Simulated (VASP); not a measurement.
Output of a VASP run:

### OSZICAR
```
       N       E                     dE             d eps       ncg     rms          rms(c)
DAV:   1     0.211353187298E+02    0.21135E+02   -0.47612E+03  7196   0.140E+03
DAV:   2    -0.695715889679E+01   -0.28092E+02   -0.27049E+02  7098   0.164E+02
DAV:   3    -0.734225168302E+01   -0.38509E+00   -0.38425E+00  8155   0.256E+01
DAV:   4    -0.734568205667E+01   -0.34304E-02   -0.34300E-02  7919   0.211E+00
DAV:   5    -0.734576807626E+01   -0.86020E-04   -0.86018E-04  8110   0.292E-01    0.111E+01
DAV:   6    -0.648100382010E+01    0.86476E+00   -0.18429E+01  7358   0.709E+01    0.576E+00
DAV:   7    -0.615930524658E+01    0.32170E+00   -0.27975E+00  7409   0.261E+01    0.204E+00
DAV:   8    -0.614027067781E+01    0.19035E-01   -0.25447E-02 10156   0.186E+00    0.965E-01
DAV:   9    -0.613764053970E+01    0.26301E-02   -0.15767E-03 10339   0.369E-01    0.277E-01
DAV:  10    -0.613697045427E+01    0.67009E-03   -0.53846E-04  9863   0.185E-01    0.304E-02
DAV:  11    -0.613696098219E+01    0.94721E-05   -0.19669E-05  8886   0.515E-02    0.294E-02
DAV:  12    -0.613696251296E+01   -0.15308E-05   -0.23289E-06  4303   0.152E-02    0.649E-03
DAV:  13    -0.613696285379E+01   -0.34083E-06   -0.58059E-07  3618   0.824E-03
   1 F= -.61369629E+01 E0= -.61370549E+01  d E =-.613696E+01  mag=     0.6109
       N       E                     dE             d eps       ncg     rms          rms(c)
DAV:   1    -0.614674618530E+01   -0.97837E-02   -0.16207E-01  7292   0.699E+00    0.827E-01
DAV:   2    -0.613989385275E+01    0.68523E-02   -0.14387E-01  7345   0.580E+00    0.414E-01
DAV:   3    -0.613717686108E+01    0.27170E-02   -0.20476E-02  7284   0.233E+00    0.136E-01
DAV:   4    -0.613697491351E+01    0.20195E-03   -0.13394E-04  7924   0.100E-01    0.759E-02
DAV:   5    -0.613694326046E+01    0.31653E-04   -0.65146E-05  9551   0.633E-02    0.134E-02
DAV:   6    -0.613694462325E+01   -0.13628E-05   -0.50271E-07  3901   0.899E-03    0.693E-03
DAV:   7    -0.613694536315E+01   -0.73990E-06   -0.34663E-07  3541   0.102E-02
   2 F= -.61369454E+01 E0= -.61370348E+01  d E =0.174906E-04  mag=     0.6117
       N       E                     dE             d eps       ncg     rms          rms(c)
DAV:   1    -0.613969193740E+01   -0.27473E-02   -0.43236E-02  7286   0.359E+00    0.431E-01
DAV:   2    -0.613786097720E+01    0.18310E-02   -0.38711E-02  7340   0.304E+00    0.216E-01
DAV:   3    -0.613711869927E+01    0.74228E-03   -0.55432E-03  7267   0.121E+00    0.690E-02
DAV:   4    -0.613706677716E+01    0.51922E-04   -0.31234E-05  7746   0.503E-02    0.392E-02
DAV:   5    -0.613705773527E+01    0.90419E-05   -0.16932E-05  9392   0.323E-02    0.687E-03
DAV:   6    -0.613705772542E+01    0.98455E-08   -0.27796E-07  3544   0.481E-03
   3 F= -.61370577E+01 E0= -.61371484E+01  d E =-.948716E-04  mag=     0.6114
```

File OUTCAR:
```
------------------------ aborting loop because EDIFF is reached ----------------------------------------
  FORCE on cell =-STRESS in cart. coord.  units (eV):
  Direction    XX          YY          ZZ          XY          YZ          ZX
  --------------------------------------------------------------------------------------
  Total        0.0029065      0.0029065      0.0029065      0.0000000      0.0000000      0.0000000
  in kB        0.4489962      0.4489962      0.4489962      0.0000000      0.0000000      0.0000000
  external PRESSURE =       0.4489962 kB  Pullay stress =       0.0000000 kB
  volume of cell :       10.37
      direct lattice vectors                 reciprocal lattice vectors
    -0.000000000  1.730890735  1.730890735    -0.288868610  0.288868610  0.288868610
     1.730890735  0.000000000  1.730890735     0.288868610 -0.288868610  0.288868610
     1.730890735  1.730890735  0.000000000     0.288868610  0.288868610 -0.288868610
 POSITION                                       TOTAL-FORCE (eV/Angst)
 -----------------------------------------------------------------------------------
      0.00000      0.00000      0.00000         0.000000      0.000000      0.000000
 -----------------------------------------------------------------------------------
    total drift:                                0.000000      0.000000     -0.000000
  FREE ENERGIE OF THE ION-ELECTRON SYSTEM (eV)
  ---------------------------------------------------
  free  energy   TOTEN  =        -6.1370577254 eV

  energy  without entropy=       -6.1373296365  energy(sigma->0) =       -6.13714836

 total charge

# of ion       s       p       d       tot
------------------------------------------
    1        0.521   0.547   8.335   9.403

 magnetization (x)

# of ion       s       p       d       tot
------------------------------------------
    1       -0.006  -0.024   0.647   0.617

 reached required accuracy - stopping structural energy minimisation
```
(Selected blocks of OUTCAR.)

POSCAR:
```
Ni
1
    0.0000000000     1.7288140657     1.7288140657
    1.7288140657    -0.0000000000     1.7288140657
    1.7288140657     1.7288140657    -0.0000000000
Ni
1
Direct
  0.0000000000   0.0000000000   0.0000000000
```

Q: Write an INCAR and KPOINTS that could have produced this output.

A: One answer among several that fit: the input of the run itself, PBEsol GGA, plane waves, VASP's PBE PAW potentials (set 64).

**INCAR**
```
# general
SYSTEM =Ni
PREC   =Accurate
ENCUT  =500   # plane-wave cut-off (eV)
LREAL  =.FALSE.
LASPH  =.TRUE.   # aspherical one-centre terms

# electronic loop
EDIFF  =1E-6   # SCF stop (eV)
NELM   =100
ALGO   =Normal
LMAXMIX=4   # l cut-off of mixed one-centre charges

# smearing
ISMEAR =1   # Methfessel-Paxton
SIGMA  =0.1

# functional
GGA    =PS   # PBEsol

# spin
ISPIN  =2
MAGMOM =0.6

# ions
IBRION =2   # conjugate gradients
NSW    =40   # most ionic steps
ISIF   =3   # ions, shape and volume
EDIFFG =-0.02   # ionic stop

# output
LWAVE  =.FALSE.
LCHARG =.FALSE.
LORBIT =10
```

**KPOINTS**
```
Automatic mesh
0
Gamma
18 18 18
0 0 0
```

POTCAR, in this order: Ni (PBE.64 set). Program: vasp_std.

The compound is Ni in the fcc structure. This run relaxes it. Symmetry was kept, so distortions that lower it aren't found.
